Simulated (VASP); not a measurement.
Here is the system:

```
Sr
1.0
    0.00000     3.06961     3.06961
    3.06961     0.00000     3.06961
    3.06961     3.06961     0.00000
Sr
1
Direct
  0.00000   0.00000   0.00000
```

Computed with revPBE GGA, VASP's PBE PAW potentials (set 64) (plane waves; VASP). Numerical set-up: 520 eV cut-off, 12×12×12 Γ-centred mesh, tetrahedra with Blöchl corrections, potentials Sr_sv.

Q: The job: Sr (fcc), 1 atom, revPBE, static run, 520 eV, 12×12×12 Γ-centred mesh. Roughly how much core time does it take on a busy server core?

A: About 20 core-seconds (one run on a shared machine, a rough figure). It had 72 irreducible k-points, 9 bands, up to 1588 plane waves and 13 electronic steps.

The compound is Sr in the fcc structure. It was relaxed first.
